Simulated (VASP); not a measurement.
Calculation: LDA (Ceperley-Alder, Perdew-Zunger), VASP's LDA PAW potentials (set 64) (plane waves; VASP 6.6.1).

A VASP calculation is set up with these files.

POSCAR:
```
FeSi
1
    4.3714161188     0.0000000000     0.0000000000
   -0.0000000000     4.3714161188     0.0000000000
    0.0000000000     0.0000000000     4.3714161188
Fe Si
4 4
Direct
  0.8629571367   0.6370428633   0.3629571367
  0.3629571367   0.8629571367   0.6370428633
  0.1370428633   0.1370428633   0.1370428633
  0.6370428633   0.3629571367   0.8629571367
  0.1588464985   0.3411535015   0.6588464985
  0.6588464985   0.1588464985   0.3411535015
  0.8411535015   0.8411535015   0.8411535015
  0.3411535015   0.6588464985   0.1588464985
```

File KPOINTS:
```
kpoints
0
Gamma
5 5 5
```

**INCAR**
```
! general
SYSTEM =FeSi
PREC   =Accurate
ENCUT  =400
LREAL  =.False.
LASPH  =.True.

! electronic loop
EDIFF  =1E-6
NELM   =100
ALGO   =Normal
LMAXMIX=4

! smearing
ISMEAR =0
SIGMA  =0.05

! ions
IBRION =2
NSW    =60
ISIF   =3
EDIFFG =-0.02

! output
LWAVE  =.False.
LCHARG =.False.
```

POTCAR, in this order: Fe Si (LDA.64 set). Program: vasp_std.

### Question
What will the output report for the number of irreducible k-points (NKPTS), largest plane-wave count, number of space-group operations, FFT grid (NGX, NGY, NGZ)?

### Answer

The number of irreducible k-points (NKPTS) comes out as 11 and the largest plane-wave count is 1532. The number of space-group operations comes out as 12 and the FFT grid (NGX, NGY, NGZ) is 30 × 30 × 30.

The compound is FeSi in the B20 structure. This run relaxes it. Symmetry was kept, so distortions that lower it aren't found. The start is the result of an earlier pass. The run is not spin-polarised, so no magnetic state was tried.
